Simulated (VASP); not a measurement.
Consider the following.

```
CELL_PARAMETERS angstrom
      0.00000     2.18867     2.18867
      2.18867     0.00000     2.18867
      2.18867     2.18867     0.00000
ATOMIC_POSITIONS crystal
  Nb 0.00000 0.00000 0.00000
  N  0.50000 0.50000 0.50000
```

All values below come from PBEsol GGA, VASP's PBE PAW potentials (set 64) (plane waves; VASP). Run with 520 eV cut-off, Gaussian smearing of 0.050 eV, potentials Nb_sv N.

Q: Predict the band gap (along the path) with the smallest direct gap where there is one.

A: 
```json
{
 "band gap (along the path)": "none (metal, semimetal or under 0.01 eV)"
}
```

The absolute energy has meaning only against runs of the same code, potentials and settings.

The compound is NbN in the rock salt structure, the cubic δ form, which competes with hexagonal ones. It was relaxed first.
